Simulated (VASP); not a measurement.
Ta3AsAu2O13: single point with PBE

Ta3AsAu2O13:

```xyz
19
Lattice="5.2424 3.0267 4.1427 -5.2424 3.0267 4.1427 0.0000 -6.0534 4.1427" Properties=species:S:1:pos:R:3 pbc="T T T"
Ta   -1.7852    1.0133    4.3098
Ta    0.0189   -2.1306    4.2704
Ta    1.7571    1.0647    4.2853
As    0.0034    0.0151    6.9885
Au    0.0229    0.0251   12.0262
Au   -0.0107    0.0149    9.3327
O    -1.3666    0.8503    6.1041
O     0.0043   -1.5239    6.1947
O     1.3722    0.7887    6.1317
O     2.4996   -0.6627    3.6146
O    -0.7349    2.5182    3.6225
O    -1.8556   -1.8632    3.6115
O     1.8111   -1.9096    3.6329
O    -2.5856   -0.6058    3.6251
O     0.7719    2.5617    3.6161
O    -3.3836    1.8999    3.9907
O    -0.0109   -3.8618    4.0350
O     3.3303    1.9315    4.0249
O     0.0074    0.0060    3.8003
```

The cell was built by a generator and needn't be a form met in nature.

The cell isn't the ideal one: atoms moved at random, drawn with an rms of 0.05 Å.

```
Program                : VASP 6.6.1
Task                   : single point
Functional             : PBE
Potentials or basis    : VASP PAW PBE potentials, release 64 (Ta_pv, As, Au, O)
Cutoff                 : 520 eV
k mesh                 : 4 × 4 × 4
Occupations            : fermi-dirac, width 0.05 eV
Spin                   : no spin polarisation
Further INCAR settings : ALGO = Normal; EDIFF = 1e-07; NBANDS = 84
```

* Pressure: 0.5 GPa
* Largest force: 4.480 eV/Å
* Band gap on the k mesh: 0.97 eV, indirect (least direct gap 1.00 eV)

Forces in eV/Å, atoms in the order of the input:
```
Ta  -0.332  0.871 -1.872
Ta  -1.450  4.014  1.362
Ta   0.291 -1.365 -0.163
As  -0.064  0.603 -1.351
Au   0.161 -0.407 -0.157
Au   0.028  0.045  0.574
O    0.980 -0.640  2.184
O   -0.099 -0.632 -0.925
O   -0.573 -0.115  0.881
O    0.407  0.568  0.063
O    0.851  0.344 -0.110
O    0.632 -0.263  0.378
O    0.256 -0.151 -0.157
O    0.180 -0.843 -0.209
O   -1.525  0.444 -0.254
O    0.265  0.015  0.155
O   -0.123 -2.655 -0.434
O    0.507  0.266 -0.128
O   -0.392 -0.098  0.163
```

Stress tensor (GPa, compression positive):
```
-1.52  0.66 -0.04
 0.66  2.32 -0.04
-0.04 -0.04  0.79
```

Levels at points of the mesh, in eV from the valence-band top:
| k point | band 66 | band 67 | band 68 | band 69 | band 70 | band 71 | band 72 | band 73 |
| --- | --- | --- | --- | --- | --- | --- | --- | --- |
| (0.00, 0.00, 0.00) | -0.58 | -0.20 | -0.13 | -0.06 | 1.01 | 2.76 | 2.99 | 3.05 |
| (0.50, 0.00, 0.00) | -0.50 | -0.35 | -0.34 | -0.01 | 1.12 | 2.68 | 2.89 | 3.01 |
| (0.00, 0.50, 0.00) | -0.49 | -0.37 | -0.35 | -0.02 | 1.11 | 2.70 | 2.92 | 3.01 |
| (0.00, 0.00, 0.50) | -0.50 | -0.41 | -0.33 | -0.01 | 1.11 | 2.73 | 2.91 | 3.01 |
| (0.50, 0.50, 0.00) | -0.48 | -0.38 | -0.31 | -0.01 | 1.08 | 2.72 | 2.92 | 2.96 |
| (0.50, 0.00, 0.50) | -0.49 | -0.36 | -0.34 | 0.00 | 1.07 | 2.69 | 2.96 | 3.00 |
| (0.00, 0.50, 0.50) | -0.50 | -0.35 | -0.34 | 0.00 | 1.08 | 2.67 | 2.96 | 3.02 |
| (0.50, 0.50, 0.50) | -0.60 | -0.19 | -0.12 | -0.03 | 0.97 | 2.72 | 2.97 | 3.05 |

Run time: 8 min on 4 MPI ranks on Intel(R) Xeon(R) Platinum 8488C (Sapphire Rapids), on a shared host, peak memory 1.1 GiB a rank.

Caveat: spin-orbit coupling is left out, which moves the levels of the heavy elements. A k mesh can miss the band edges.
